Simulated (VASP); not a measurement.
Consider the following.

```
FeNi3
1.0
    3.45220     0.00000     0.00000
    0.00000     3.45220     0.00000
    0.00000     0.00000     3.45220
Fe Ni
1 3
Direct
  0.00000   0.00000   0.00000
  0.00000   0.50000   0.50000
  0.50000   0.00000   0.50000
  0.50000   0.50000   0.00000
```
Starting moments (μB, in the order of the record's atoms Fe Ni Ni Ni): 2.8 0.6 0.6 0.6.

Level of theory: PBEsol GGA, VASP's PBE PAW potentials (set 64) (plane waves; VASP). Numerical set-up: 520 eV cut-off, 9×9×9 Γ-centred mesh, first-order Methfessel-Paxton smearing of 0.10 eV, potentials Fe Ni.

Predict the cell moment, energy per atom (σ→0), pressure, band gap (on the k-mesh) with the smallest direct gap where there is one.

```
Quantity                                                    Result
------------------------  ----------------------------------------
band gap (on the k-mesh)  none (metal, semimetal or under 0.01 eV)
cell moment                                                4.47 μB
energy per atom (σ→0)                               -6.903 eV/atom
pressure                                                  7.02 GPa
```

Give the moment on each site (PAW-sphere projection).

```json
[
 {"site": "Fe1", "moment (μB)": "2.77"},
 {"site": "Ni2", "moment (μB)": "0.56"},
 {"site": "Ni3", "moment (μB)": "0.56"},
 {"site": "Ni4", "moment (μB)": "0.56"}
]
```

Only differences to runs with the same potentials and settings are physical.

The compound is Ni3Fe in the L1_2 structure. This cell is one point of a volume scan, at 0.97 of the reference volume.
